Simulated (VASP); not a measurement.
An input for Quantum ESPRESSO's pw.x (written as the equivalent of a VASP run, and not itself run):

```
&CONTROL
  calculation = 'scf'
  pseudo_dir = './pseudo'
  outdir = './out'
  tprnfor = .true.
  tstress = .true.
/
&SYSTEM
  ibrav = 0
  nat = 2
  ntyp = 2
  ecutwfc = 60.3
  occupations = 'smearing'
  smearing = 'gaussian'
  degauss = 0.003675
  input_dft = 'pbe'
/
&ELECTRONS
  conv_thr = 7.3e-08
  electron_maxstep = 100
/
ATOMIC_SPECIES
  Tl 204.380 Tl.upf
  Cl 35.450 Cl.upf
CELL_PARAMETERS angstrom
     3.8664930    0.0000000    0.0000000
     0.0000000    3.8500220    0.0000000
     0.0000000    0.0000000    3.8046930
ATOMIC_POSITIONS crystal
  Tl   0.0000000  0.0000000  0.0000000
  Cl   0.5255200  0.5000000  0.5000000
K_POINTS automatic
  6 6 6 0 0 0
```

**Question.** Write the VASP files for the same calculation (PBE).

**Answer.** This is not unique; one that fits is 
**POSCAR**
```
TlCl
1
    3.8664930000     0.0000000000     0.0000000000
    0.0000000000     3.8500220000     0.0000000000
    0.0000000000     0.0000000000     3.8046930000
Tl Cl
1 1
Direct
  0.0000000000   0.0000000000   0.0000000000
  0.5255200000   0.5000000000   0.5000000000
```

File KPOINTS:
```
Regular mesh
0
Gamma
6 6 6
0 0 0
```

### INCAR
```
SYSTEM = TlCl
PREC = Accurate
ENCUT = 400
EDIFF = 1E-6
NELM = 100
ALGO = Normal
LREAL = .FALSE.
LASPH = .TRUE.
ISMEAR = 0
SIGMA = 0.05
GGA = PE
LMAXMIX = 4
LWAVE = .FALSE.
LCHARG = .FALSE.
ISIF = 2
```

POTCAR, in this order: Tl_d Cl (PBE.64 set). Program: vasp_std.

Limits of the translation: the potentials are each code's own (VASP's PAW set, PseudoDojo norm-conserving files in pw.x), so ENCUT and ecutwfc are chosen apart and not converted; conv_thr bounds pw.x's estimated SCF error, while EDIFF bounds the energy change between steps.

The compound is TlCl in the CsCl type structure. The cell was not relaxed at this level, atoms are displaced from their ideal sites.
